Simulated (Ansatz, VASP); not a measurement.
Two plane-wave programs on Ga2SbAs

The input INCAR:

```
SYSTEM = Ga2SbAs
PREC = Accurate ; ENCUT = 520
EDIFF = 1E-6 ; ISMEAR = -1
SIGMA = 0.02 ; LREAL = .False.
LASPH = .True. ; NELM = 100
ALGO = Normal ; ISIF = 2
LWAVE = .False. ; LCHARG = .False.
GGA = PE ; NBANDS = 46
```

Contents of KPOINTS:

```
regular mesh
0
Gamma
  6 6 6
  0 0 0
```

POSCAR

```
Ga2SbAs
1.0
   -2.9523697447      2.9523697447      5.8827502483
    2.9523697447     -2.9523697447      5.8827502483
    2.9523697447      2.9523697447     -5.8827502483
As Ga Sb
2 4 2
Direct
    0.0000000000      0.0000000000      0.0000000000
    0.2500000000      0.7500000000      0.5000000000
    0.6250000000      0.6496538607      0.5246538607
    0.8996538607      0.3750000000      0.0246538607
    0.1250000000      0.1003461393      0.4753461393
    0.3503461393      0.8750000000     -0.0246538607
    0.5000000000      0.5000000000      0.0000000000
    0.7500000000      0.2500000000      0.5000000000
```

Input for Ansatz:

```yaml
crystal:
  lattice:
    - [-2.9523697447, 2.9523697447, 5.8827502483]
    - [2.9523697447, -2.9523697447, 5.8827502483]
    - [2.9523697447, 2.9523697447, -5.8827502483]
  atoms:
    - { symbol: As, position: [0.0, 0.0, 0.0] }
    - { symbol: Ga, position: [0.625, 0.6496538607, 0.5246538607] }
    - { symbol: As, position: [0.25, 0.75, 0.5] }
    - { symbol: Ga, position: [0.8996538607, 0.375, 0.0246538607] }
    - { symbol: Sb, position: [0.5, 0.5, 0.0] }
    - { symbol: Ga, position: [0.125, 0.1003461393, 0.4753461393] }
    - { symbol: Sb, position: [0.75, 0.25, 0.5] }
    - { symbol: Ga, position: [0.3503461393, 0.875, -0.0246538607] }
kpoints:
  mp_grid: { grid: [6, 6, 6] }
  band_path:
    path:
      - [[0.0, 0.0, 0.0], [-1.254929347486e-17, 1.254929347486e-17, 0.5], [0.25, 0.25, 0.25], [-8.284419746001e-18, 0.5, 8.284419746001e-18], [0.0, 0.0, 0.0], [0.5, 0.5, -0.5], [0.3129681130682, 0.6870318869318, -0.3129681130682]]
      - [[-0.3129681130682, 0.3129681130682, 0.3129681130682], [0.0, 0.0, 0.0]]
      - [[-1.254929347486e-17, 1.254929347486e-17, 0.5], [-0.1259362261363, 0.1259362261363, 0.5]]
      - [[0.5, 0.5, -0.1259362261363], [0.5, 0.5, -0.5]]
    npoints: 10
hamiltonian:
  xc: pbe
scf:
  occupations: { method: fermi_dirac, width: 0.02 }
  n_extra_bands: 6
output:
  forces: true
  stress: true
  eigenvalues: true
  write_density: true
  write_potential: true
  elf: true
  volumetric_format: npy
```

The cell was built by a generator and needn't be a form met in nature.

Alike in both runs: task single point; functional PBE; k mesh 6 × 6 × 6; occupations fermi-dirac, width 0.02 eV; no spin polarisation.

|  | VASP | Ansatz |
| --- | --- | --- |
| version | VASP 6.6.1 | Ansatz 0.2.0 |
| potentials or method | VASP PAW PBE potentials, release 64 (As, Ga_d, Sb) | plane waves, PAW |
| plane-wave cutoff (eV) | 520 | 420 |
| valence electrons in the cell | 72 | 112 |

```csv
,VASP,Ansatz,Ansatz less VASP
pressure (GPa),2.4,2.3,-0.13
```

The two sets of potentials don't hold the same shells in valence.

Caveats: spin-orbit coupling is left out, which moves the levels of the heavy elements.
